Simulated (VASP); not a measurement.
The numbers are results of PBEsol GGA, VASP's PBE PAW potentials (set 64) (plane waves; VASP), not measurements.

Input for VASP

INCAR:
```
# general
SYSTEM  = BBi
PREC    = Accurate
ENCUT   = 520
LREAL   = F   # projection in real space or not
LASPH   = T   # aspherical one-centre terms

# electronic loop
EDIFF   = 1E-6   # SCF stop (eV)
NELM    = 100   # most electronic steps
ALGO    = Normal   # blocked Davidson
LMAXMIX = 4   # l cut-off of mixed one-centre charges

# smearing
ISMEAR  = 0   # Gaussian
SIGMA   = 0.05   # width (eV)

# functional
GGA     = PS   # PBEsol

# ions
IBRION  = 2
NSW     = 60   # most ionic steps
ISIF    = 3   # ions, shape and volume
EDIFFG  = -0.01

# output
LWAVE   = F
LCHARG  = F
```

File KPOINTS:
```
Automatic mesh
0
Gamma
7 7 4
0 0 0
```

### POSCAR
```
BBi
1
    3.7885600000     0.0000000000     0.0000000000
   -1.8942800000     3.2809890000     0.0000000000
    0.0000000000     0.0000000000     6.1874400000
B Bi
2 2
Direct
  0.3333330000   0.6666670000   0.0000000000
  0.6666670000   0.3333330000   0.5000000000
  0.3333330000   0.6666670000   0.3750000000
  0.6666670000   0.3333330000   0.8750000000
```

POTCAR, in this order: B Bi_d (PBE.64 set). Program: vasp_std.

Problem. What will the output report for the number of irreducible k-points (NKPTS), number of bands (NBANDS), largest plane-wave count, number of space-group operations, FFT grid (NGX, NGY, NGZ)?

Solution. 
```json
{
  "number of irreducible k-points (NKPTS)": "24",
  "number of bands (NBANDS)": "22",
  "largest_plane_wave_count": "2084",
  "number_of_space_group_operations": "12",
  "FFT grid (NGX, NGY, NGZ)": "28 × 28 × 48"
}
```

The structure was generated: BBi was put into the wurtzite type (P6_3mc), which need not be its known phase. This run relaxes it. Symmetry was kept, so distortions that lower it aren't found.
